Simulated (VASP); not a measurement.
Here is the system:

```
MoTl2O4
1.0
    6.18212     0.00000     0.00000
   -3.09106     5.35388     0.00000
    0.00000     0.00000     8.32058
Tl Mo O
4 2 8
Cartesian
  0.00000   3.56925   2.66477
  3.09107   1.78462   5.65581
  0.00000   0.00000   4.16029
  0.00000   0.00000   0.00000
  3.09107   1.78462   1.52462
  0.00000   3.56925   6.79596
  0.00000   1.90726   6.18063
  3.09106   3.44662   2.13995
  1.43933   4.40025   6.18063
  1.65173   0.95363   2.13995
 -1.43933   4.40025   6.18063
  4.53039   0.95363   2.13995
  3.09107   1.78462   8.06626
  0.00000   3.56925   0.25432
```

These are r2SCAN meta-GGA, VASP's PBE PAW potentials (set 64) (plane waves; VASP) values and carry that method's errors. Run with LREAL = Auto, 520 eV cut-off, 5×5×3 Γ-centred mesh, tetrahedra with Blöchl corrections, potentials Tl_d Mo_sv O.

The cores are frozen, which limits the accuracy of field gradients.

Question: Give the principal components of the electric field gradient (V/Å²) and the asymmetry η at each nucleus.

Answer: 
```tsv
atom	Vxx	Vyy	Vzz	η
Tl1	99.1	99.1	-198.2	0.00
Tl2	99.1	99.1	-198.2	0.00
Tl3	31.9	31.9	-63.8	0.00
Tl4	40.2	40.2	-80.4	0.00
Mo5	9.9	9.9	-19.9	0.00
Mo6	9.9	9.9	-19.9	0.00
O7	-7.5	-1.2	8.8	0.72
O8	-7.5	-1.2	8.8	0.72
O9	-7.5	-1.2	8.8	0.72
O10	-7.5	-1.2	8.8	0.72
O11	-7.5	-1.2	8.8	0.72
O12	-7.5	-1.2	8.8	0.72
O13	-14.6	-14.6	29.2	0.00
O14	-14.6	-14.6	29.2	0.00
```

The structure comes from a computed database's Tl2MoO4 entry (P-3m1); how it stands against other phases isn't given here. It was relaxed first.
